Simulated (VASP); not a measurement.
VASP ran on this input.

**INCAR**
```
LMAXMIX = 6   # l cut-off of mixed one-centre charges
MAGMOM = 2.0 2.0
ISIF = 2
PREC = Accurate
LASPH = .TRUE.
ALGO = Normal
NELM = 100   # most electronic steps
EDIFF = 1E-6   # SCF stop (eV)
LORBIT = 11
GGA = PE   # PBE
ENCUT = 300
LREAL = .FALSE.   # projection in real space or not
LWAVE = .FALSE.
SIGMA = 0.2
SYSTEM = Pr
ISPIN = 2
LCHARG = .FALSE.
ISMEAR = 1   # Methfessel-Paxton
```

File KPOINTS:
```
Automatic mesh
0
Gamma
7 7 4
0 0 0
```

POSCAR:
```
Pr
1
    3.7237230000     0.0000000000     0.0000000000
   -1.8618620000     3.2248390000     0.0000000000
    0.0000000000     0.0000000000     6.0458130000
Pr
2
Direct
  0.3333330000   0.6666670000   0.2500000000
  0.6666670000   0.3333330000   0.7500000000
```

POTCAR, in this order: Pr (PBE.64 set). Program: vasp_std.

Problem. Write an equivalent input for Ansatz.

Solution. One equivalent input (not run):
Ansatz 0.2 input:
```yaml
crystal:
  lattice:
    - [3.7237230, 0.0000000, 0.0000000]
    - [-1.8618620, 3.2248390, 0.0000000]
    - [0.0000000, 0.0000000, 6.0458130]
  atoms:
    - { symbol: Pr, position: [0.3333330, 0.6666670, 0.2500000], spin: 2 }
    - { symbol: Pr, position: [0.6666670, 0.3333330, 0.7500000], spin: 2 }
kpoints:
  mp_grid: { grid: [7, 7, 4] }
hamiltonian:
  xc: pbe
  pseudopotentials: { kind: paw }
magnetization: { spin_polarized: true }
scf:
  occupations: { method: methfessel_paxton, width: 0.2 }
  max_iter: 100
output: { forces: true, stress: true, eigenvalues: true }
```
The two are equivalent in intent, not identical: each code has its own PAW files, so the cut-off isn't converted (ENCUT is set for VASP's; basis.ecutwfc is left out, and Ansatz then takes the one that its files recommend); Ansatz stops its SCF on the density residual and VASP on the energy change (EDIFF).

The structure was generated: Pr was put into an ordered model structure, which need not be its known phase. The cell was not relaxed at this level.
